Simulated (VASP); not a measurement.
Computed with LDA (Ceperley-Alder, Perdew-Zunger), VASP's LDA PAW potentials (set 64) (plane waves; VASP).

VASP ran on this input.

POSCAR:
```
Na
1
   -1.7380029227     1.7380029227     1.7380029227
    1.7380029227    -1.7380029227     1.7380029227
    1.7380029227     1.7380029227    -1.7380029227
Na
1
Direct
  0.0000000000   0.0000000000   0.0000000000
```

File KPOINTS:
```
kpoints
0
Gamma
  15 15 15
```

INCAR:
```
ENCUT = 500   ! plane-wave cut-off (eV)
LWAVE = .FALSE.
LREAL = .FALSE.
PSTRESS = 200   ! kbar
LCHARG = .FALSE.
ISMEAR = 1   ! Methfessel-Paxton
LASPH = .TRUE.   ! aspherical one-centre terms
EDIFF = 1E-6   ! SCF stop (eV)
PREC = Accurate
ISIF = 3
IBRION = 2   ! conjugate gradients
SIGMA = 0.1   ! width (eV)
NSW = 40
SYSTEM = Na
NELM = 100   ! most electronic steps
ALGO = Normal
EDIFFG = -0.02
```

POTCAR, in this order: Na_pv (LDA.64 set). Program: vasp_std.

Energy and stress use the plane-wave basis of the starting cell.

Problem. Predict the energy per atom (σ→0), volume per atom, band gap (on the k-mesh).

Solution. 
```json
{
  "energy per atom (σ→0)": "-0.870 eV/atom",
  "band gap (on the k-mesh)": "none (metal, semimetal or under 0.01 eV)",
  "volume_per_atom": "17.49 Å³/atom"
}
```

OSZICAR:
```
...
       N       E                     dE             d eps       ncg     rms          rms(c)
DAV:   1    -0.877677917777E+00   -0.40029E-01   -0.25328E-01  1708   0.119E+01    0.568E-01
DAV:   2    -0.871948145325E+00    0.57298E-02   -0.65245E-03  1722   0.186E+00    0.292E-01
DAV:   3    -0.869907685840E+00    0.20405E-02   -0.30204E-03  1897   0.120E+00    0.277E-02
DAV:   4    -0.869773356289E+00    0.13433E-03   -0.13789E-04  1771   0.287E-01    0.339E-03
DAV:   5    -0.869771878620E+00    0.14777E-05   -0.73348E-07  1064   0.178E-02    0.161E-03
DAV:   6    -0.869771042362E+00    0.83626E-06   -0.68246E-07   875   0.207E-02
   3 F= 0.13132844E+01 E0= 0.13134221E+01  d E =-.121563E+00
```

The compound is Na in the bcc structure. This run relaxes it under an external pressure of 20 GPa. Symmetry was kept, so distortions that lower it aren't found.
